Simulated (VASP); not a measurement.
# NiSb (Breithauptite): structure and properties in VASP, part 11 of 13

Aim: relax NiSb (Breithauptite), then compute properties on the relaxed cell. The start is a cell from a database of measured crystal structures.

VASP 6.6.1, plane waves and PAW; the level of theory is named at each step.

Still holding for the runs below: This run allows spin, but its moments start at zero, where symmetry between the spins tends to hold them, which is where the search above led. The k-mesh is coarse for a metal. A U on the itinerant d states of such a compound is hard to justify; it moves the bands at the Fermi level.

So far. Step 11 (Band structure (LDA + U)): There is no gap at this level. Step 12 (Density of states (LDA + U)): The finer mesh and the other smearing move the Fermi level by -0.02 eV from the 7×7×5 run, a small shift, which tests the Fermi level alone. Of the states within 0.3 eV of the Fermi level, the largest shares in the PAW spheres are Ni d 44 %, Sb p 17 % and Ni p 7 %. The rest lies in smaller channels or between the spheres.

### Step 13. Field gradients at the nuclei (LDA + U)

Level of this step: LDA, DFT+U (Ni d 4 eV), zero-moment start; plane waves and PAW (Ni, Sb) (VASP).

Field gradients probe how far the charge around each nucleus departs from cubic symmetry; LASPH keeps the non-spherical terms inside the spheres.

Contents of INCAR:

```
SYSTEM = NiSb
PREC = Accurate
ENCUT = 400
EDIFF = 1E-07
NELM = 100
ISMEAR = 0
SIGMA = 0.05
LREAL = .FALSE.
ALGO = Normal
GGA = CA
NBANDS = 23
ISPIN = 2
MAGMOM = 0 0 -0 -0
LDAU = .TRUE.
LDAUTYPE = 2
LDAUL = 2 -1
LDAUU = 4 0
LDAUJ = 0 0
LDAUPRINT = 1
LASPH = .TRUE.
LMAXMIX = 4
LORBIT = 11
LWAVE = .FALSE.
LCHARG = .FALSE.
KPAR = 8
LEFG = .TRUE.
```

Contents of POSCAR:

```
NiSb
1.0
    3.8277166359      0.0000000000      0.0000000000
   -1.9138583179      3.3148998451      0.0000000000
    0.0000000000      0.0000000000      4.9966405976
Ni Sb
2 2
Direct
    0.0000000000      0.0000000000      0.0000000000
    0.0000000000      0.0000000000      0.5000000000
    0.3333333333      0.6666666667      0.2500000000
    0.6666666667      0.3333333333      0.7500000000
```

Contents of KPOINTS:

```
Automatic mesh
0
Gamma
7 7 5
0 0 0
```

The projector-augmented-wave data sets are Ni and Sb (LDA family, release 64).

Launch:

```sh
$ mpirun -np 8 vasp_std
```

The program printed:

```text
[... set-up lines as in an earlier step ...]
 entering main loop
       N       E                     dE             d eps       ncg     rms          rms(c)
DAV:   1     0.156716906329E+03    0.15672E+03   -0.10361E+04  2216   0.113E+03
DAV:   2    -0.113217132903E+02   -0.16804E+03   -0.16062E+03  2327   0.259E+02
DAV:   3    -0.200609666997E+02   -0.87393E+01   -0.86139E+01  2677   0.764E+01
DAV:   4    -0.202229873233E+02   -0.16202E+00   -0.16195E+00  2454   0.102E+01
DAV:   5    -0.202280844725E+02   -0.50971E-02   -0.50970E-02  2836   0.180E+00    0.112E+01
DAV:   6    -0.201661910688E+02    0.61893E-01   -0.48381E+00  2453   0.404E+01    0.675E+00
DAV:   7    -0.196641908895E+02    0.50200E+00   -0.26799E+00  2607   0.334E+01    0.494E+00
DAV:   8    -0.195504004414E+02    0.11379E+00   -0.53776E-01  2859   0.963E+00    0.522E-01
DAV:   9    -0.195491147944E+02    0.12856E-02   -0.19267E-02  2737   0.116E+00    0.294E-01
DAV:  10    -0.195487503190E+02    0.36448E-03   -0.38827E-03  2402   0.561E-01    0.106E-01
DAV:  11    -0.195487725620E+02   -0.22243E-04   -0.63362E-04  3029   0.283E-01    0.475E-02
DAV:  12    -0.195487844259E+02   -0.11864E-04   -0.51332E-05  2427   0.587E-02    0.400E-02
DAV:  13    -0.195487794692E+02    0.49567E-05   -0.12989E-05  2787   0.284E-02    0.904E-03
DAV:  14    -0.195487791287E+02    0.34050E-06   -0.24986E-06  3157   0.169E-02    0.411E-03
DAV:  15    -0.195487790345E+02    0.94217E-07   -0.61615E-07  2376   0.119E-02
ion   1
     0.0000000     0.0000000     0.0000000    -0.0514155     0.0000000     0.0000000
     0.0000452     0.0000000     0.0000000    -0.0514155     0.0000000     0.0000000
     0.0000622     0.0000000     0.0000000    -0.0514156     0.0000000     0.0000000
     0.0000857     0.0000000     0.0000000    -0.0514156     0.0000000     0.0000000
     0.0001180     0.0000000     0.0000000    -0.0514156     0.0000000     0.0000000

     0.0000000     0.0000000     0.0000000    24.0865804     0.0000000     0.0000001
     0.0000452     0.0000000     0.0000000    24.0860279     0.0000000     0.0000001
     0.0000622     0.0000000     0.0000000    24.0856902     0.0000000     0.0000001
     0.0000857     0.0000000     0.0000000    24.0851261     0.0000000     0.0000001
     0.0001180     0.0000000     0.0000000    24.0841882     0.0000000     0.0000001

ion   2
     0.0000000     0.0000000    -0.0000000    -0.0514155    -0.0000000     0.0000000
     0.0000452     0.0000000    -0.0000000    -0.0514155    -0.0000000     0.0000000
     0.0000622     0.0000000    -0.0000000    -0.0514156    -0.0000000     0.0000000
     0.0000857     0.0000000    -0.0000000    -0.0514156    -0.0000000     0.0000000
     0.0001180     0.0000000    -0.0000000    -0.0514156    -0.0000000     0.0000000

     0.0000000     0.0000000    -0.0000000    24.0865804    -0.0000000     0.0000001
     0.0000452     0.0000000    -0.0000000    24.0860279    -0.0000000     0.0000001
     0.0000622     0.0000000    -0.0000000    24.0856902    -0.0000000     0.0000001
     0.0000857     0.0000000    -0.0000000    24.0851261    -0.0000000     0.0000001
     0.0001180     0.0000000    -0.0000000    24.0841882    -0.0000000     0.0000001

ion   3
     0.0000000     0.0000000    -0.0000000    -0.6685050    -0.0000000     0.0000000
     0.0000576     0.0000000    -0.0000000    -0.6685050    -0.0000000     0.0000000
     0.0000793     0.0000000    -0.0000000    -0.6685050    -0.0000000     0.0000000
     0.0001092     0.0000000    -0.0000000    -0.6685050    -0.0000000     0.0000000
     0.0001504     0.0000000    -0.0000000    -0.6685050    -0.0000000     0.0000000

     0.0000000     0.0000000    -0.0000000   -81.2629097    -0.0000000     0.0000000
     0.0000576     0.0000000    -0.0000000   -81.2463840    -0.0000000     0.0000000
     0.0000793     0.0000000    -0.0000000   -81.2376234    -0.0000000     0.0000000
     0.0001092     0.0000000    -0.0000000   -81.2237038    -0.0000000     0.0000000
     0.0001504     0.0000000    -0.0000000   -81.2016799    -0.0000000     0.0000000

ion   4
     0.0000000     0.0000000    -0.0000000    -0.6685050    -0.0000000     0.0000000
     0.0000576     0.0000000    -0.0000000    -0.6685050    -0.0000000     0.0000000
     0.0000793     0.0000000    -0.0000000    -0.6685050    -0.0000000     0.0000000
     0.0001092     0.0000000    -0.0000000    -0.6685050    -0.0000000     0.0000000
     0.0001504     0.0000000    -0.0000000    -0.6685050    -0.0000000     0.0000000

     0.0000000     0.0000000    -0.0000000   -81.2629097    -0.0000000     0.0000000
     0.0000576     0.0000000    -0.0000000   -81.2463840    -0.0000000     0.0000000
     0.0000793     0.0000000    -0.0000000   -81.2376234    -0.0000000     0.0000000
     0.0001092     0.0000000    -0.0000000   -81.2237038    -0.0000000     0.0000000
     0.0001504     0.0000000    -0.0000000   -81.2016799    -0.0000000     0.0000000

   1 F= -.19548779E+02 E0= -.19547778E+02  d E =-.200247E-02  mag=    -0.0000
```

Elapsed: 6.4 s, on 8 MPI ranks of AMD EPYC 9R45, shared host; peak memory 1.4 GiB; 42 s of CPU time.

OUTCAR, selected parts (step 13):

```text
   NELECT =      30.0000    total number of electrons

atom =   1  type =  1  l = 2

 onsite density matrix

spin component  1

  0.8755 -0.0000 -0.0000  0.0447  0.0000
 -0.0000  0.8698 -0.0000  0.0000  0.0447
 -0.0000 -0.0000  0.8929 -0.0000 -0.0000
  0.0447  0.0000 -0.0000  0.8698  0.0000
  0.0000  0.0447 -0.0000  0.0000  0.8755

spin component  2

 occupancies and eigenvectors

  o =  0.8279  v =  0.0000  0.0000  0.0000  0.0000  0.0000 -0.1930 -0.6996  0.0000  0.2056  0.6566      0.0000  0.0000  0.0000  0.0000  0.0000  0.0000  0.0000  0.0000  0.0000  0.0000
  o =  0.8279  v =  0.0000  0.0000  0.0000  0.0000  0.0000  0.6566 -0.2056  0.0000 -0.6996  0.1930      0.0000  0.0000  0.0000  0.0000  0.0000  0.0000  0.0000  0.0000  0.0000  0.0000
  o =  0.8279  v = -0.1930 -0.6996  0.0000  0.2056  0.6566  0.0000  0.0000  0.0000  0.0000  0.0000      0.0000  0.0000  0.0000  0.0000  0.0000  0.0000  0.0000  0.0000  0.0000  0.0000
  o =  0.8279  v =  0.6566 -0.2056  0.0000 -0.6996  0.1930  0.0000  0.0000  0.0000  0.0000  0.0000      0.0000  0.0000  0.0000  0.0000  0.0000  0.0000  0.0000  0.0000  0.0000  0.0000
  o =  0.8929  v =  0.0000  0.0000  0.0000  0.0000  0.0000  0.0000  0.0000  1.0000  0.0000  0.0000      0.0000  0.0000  0.0000  0.0000  0.0000  0.0000  0.0000  0.0000  0.0000  0.0000
  o =  0.8929  v =  0.0000  0.0000  1.0000  0.0000  0.0000  0.0000  0.0000  0.0000  0.0000  0.0000      0.0000  0.0000  0.0000  0.0000  0.0000  0.0000  0.0000  0.0000  0.0000  0.0000
  o =  0.9175  v =  0.0000  0.0000  0.0000  0.0000  0.0000 -0.2056  0.6566 -0.0000 -0.1930  0.6996      0.0000  0.0000  0.0000  0.0000  0.0000  0.0000  0.0000  0.0000  0.0000  0.0000
  o =  0.9175  v =  0.0000  0.0000  0.0000  0.0000  0.0000  0.6996  0.1930 -0.0000  0.6566  0.2056      0.0000  0.0000  0.0000  0.0000  0.0000  0.0000  0.0000  0.0000  0.0000  0.0000
  o =  0.9175  v = -0.2056  0.6566 -0.0000 -0.1930  0.6996  0.0000  0.0000  0.0000  0.0000  0.0000      0.0000  0.0000  0.0000  0.0000  0.0000  0.0000  0.0000  0.0000  0.0000  0.0000
  o =  0.9175  v =  0.6996  0.1930 -0.0000  0.6566  0.2056  0.0000  0.0000  0.0000  0.0000  0.0000      0.0000  0.0000  0.0000  0.0000  0.0000  0.0000  0.0000  0.0000  0.0000  0.0000

atom =   2  type =  1  l = 2

 onsite density matrix

spin component  1

  0.8755  0.0000 -0.0000 -0.0447  0.0000
  0.0000  0.8698  0.0000  0.0000 -0.0447
 -0.0000  0.0000  0.8929  0.0000 -0.0000
 -0.0447  0.0000  0.0000  0.8698 -0.0000
  0.0000 -0.0447 -0.0000 -0.0000  0.8755

spin component  2

 occupancies and eigenvectors

  o =  0.8279  v =  0.0000  0.0000  0.0000  0.0000  0.0000 -0.1930  0.6996  0.0000 -0.2056  0.6566      0.0000  0.0000  0.0000  0.0000  0.0000  0.0000  0.0000  0.0000  0.0000  0.0000
  o =  0.8279  v =  0.0000  0.0000  0.0000  0.0000  0.0000  0.6566  0.2056  0.0000  0.6996  0.1930      0.0000  0.0000  0.0000  0.0000  0.0000  0.0000  0.0000  0.0000  0.0000  0.0000
  o =  0.8279  v = -0.1930  0.6996  0.0000 -0.2056  0.6566  0.0000  0.0000  0.0000  0.0000  0.0000      0.0000  0.0000  0.0000  0.0000  0.0000  0.0000  0.0000  0.0000  0.0000  0.0000
  o =  0.8279  v =  0.6566  0.2056  0.0000  0.6996  0.1930  0.0000  0.0000  0.0000  0.0000  0.0000      0.0000  0.0000  0.0000  0.0000  0.0000  0.0000  0.0000  0.0000  0.0000  0.0000
  o =  0.8929  v =  0.0000  0.0000  0.0000  0.0000  0.0000  0.0000 -0.0000  1.0000 -0.0000  0.0000      0.0000  0.0000  0.0000  0.0000  0.0000  0.0000  0.0000  0.0000  0.0000  0.0000
  o =  0.8929  v =  0.0000 -0.0000  1.0000 -0.0000  0.0000  0.0000  0.0000  0.0000  0.0000  0.0000      0.0000  0.0000  0.0000  0.0000  0.0000  0.0000  0.0000  0.0000  0.0000  0.0000
  o =  0.9175  v =  0.0000  0.0000  0.0000  0.0000  0.0000 -0.2056 -0.6566 -0.0000  0.1930  0.6996      0.0000  0.0000  0.0000  0.0000  0.0000  0.0000  0.0000  0.0000  0.0000  0.0000
  o =  0.9175  v =  0.0000  0.0000  0.0000  0.0000  0.0000  0.6996 -0.1930 -0.0000 -0.6566  0.2056      0.0000  0.0000  0.0000  0.0000  0.0000  0.0000  0.0000  0.0000  0.0000  0.0000
  o =  0.9175  v = -0.2056 -0.6566 -0.0000  0.1930  0.6996  0.0000  0.0000  0.0000  0.0000  0.0000      0.0000  0.0000  0.0000  0.0000  0.0000  0.0000  0.0000  0.0000  0.0000  0.0000
  o =  0.9175  v =  0.6996 -0.1930 -0.0000 -0.6566  0.2056  0.0000  0.0000  0.0000  0.0000  0.0000      0.0000  0.0000  0.0000  0.0000  0.0000  0.0000  0.0000  0.0000  0.0000  0.0000

 E-fermi :  10.8415

 spin component 1
 k-point     1 :       0.0000    0.0000    0.0000
  band No.  band energies     occupation
    ...
      9       7.9957      1.00000
     10       7.9957      1.00000
     11       8.8729      1.00000
     12       8.8729      1.00000
     13      10.4052      1.00000
     14      11.7499      0.00000
     15      11.7499      0.00000
     16      13.4829      0.00000
     17      13.4829      0.00000
     18      14.2656      0.00000
    ...

 k-point     2 :       0.1429    0.0000    0.0000
  band No.  band energies     occupation
    ...
     11       8.8453      1.00000
     12       8.8734      1.00000
     13      10.0242      1.00000
     14      10.3138      1.00000
     15      10.7850      0.94516
     16      12.6667      0.00000
     17      14.2975      0.00000
     18      14.7655      0.00000
     19      15.8045      0.00000
     20      16.8889      0.00000
    ...

  Total       -0.0069904     -0.0069904     -0.0100825     -0.0000000     -0.0000000     -0.0000000
  in kB       -0.1766535     -0.1766535     -0.2547939     -0.0000000     -0.0000000     -0.0000000
  external PRESSURE =      -0.2027003 kB  Pullay stress =       0.0000000 kB

 POSITION                                       TOTAL-FORCE (eV/Angst)
 -----------------------------------------------------------------------------------
      0.00000      0.00000      0.00000         0.000000      0.000000      0.000000
      0.00000      0.00000      2.49832        -0.000000      0.000000      0.000000
     -0.00000      2.20993      1.24916         0.000000     -0.000000      0.000000
      1.91386      1.10497      3.74748        -0.000000      0.000000     -0.000000
 -----------------------------------------------------------------------------------
    total drift:                               -0.000000      0.000000      0.000000

  FREE ENERGIE OF THE ION-ELECTRON SYSTEM (eV)
  ---------------------------------------------------
  free  energy   TOTEN  =       -19.5487790345 eV

  energy  without entropy=      -19.5467765654  energy(sigma->0) =      -19.54777780

 Electric field gradients after diagonalization (V/A^2)
 (convention: |V_zz| > |V_xx| > |V_yy|)
----------------------------------------------------------------------
 ion       V_xx      V_yy      V_zz     asymmetry (V_yy - V_xx)/ V_zz
----------------------------------------------------------------------
   1      15.488    15.478   -30.966       0.000
   2      15.488    15.478   -30.966       0.000
   3     -50.977   -50.977   101.954       0.000
   4     -50.977   -50.977   101.954       0.000
----------------------------------------------------------------------

 magnetization (x)
# of ion       s       p       d       tot
------------------------------------------
    1       -0.000  -0.000  -0.000  -0.000
    2       -0.000  -0.000  -0.000  -0.000
    3       -0.000  -0.000  -0.000  -0.000
    4       -0.000  -0.000  -0.000  -0.000
--------------------------------------------------
tot         -0.000  -0.000  -0.000  -0.000

[... 10 parts as in an earlier step ...]

[... 7 further parts left out ...]
```

This step gave:

| Property | Result |
| --- | --- |
| bands | 23 |
| irreducible k-points | 24 |
| free energy (TOTEN) | -19.55 eV |
| Fermi energy | 10.84 eV |
| pressure | -0.02027 GPa |

Electric field gradients, by row:

```tsv
atom	Vxx (V/Å²)	Vyy (V/Å²)	Vzz (V/Å²)	asymmetry
Ni1	15.49	15.48	-30.97	0
Ni2	15.49	15.48	-30.97	0
Sb3	-50.98	-50.98	102	0
Sb4	-50.98	-50.98	102	0
```

The largest gradient, 101.95 V/Å², sits on Sb3 and like sites; times the quadrupole moment of a nucleus that has one, it gives the coupling that NMR and NQR see.

(Part 11 of 13 ends here.)

[Lines on the potential files, build, host, timing and source positions are cut from VASP's logs without a mark.]

[Logs are printed without paths, hosts, clocks, repeated set-up lines and the standing remarks that a program may print on its own settings, such as how far it seeks lower states.]

[Hosts, paths, dates, database ids (printed as entryN), source tags and the programs' standing remarks are cut or masked in the printed files.]

[A measured line is paired with the nearest computed mode of its activity, which favours agreement.]

[In band tables of VASP the shares of atoms and orbitals are scaled to a sum of 1 inside the atoms' spheres.]
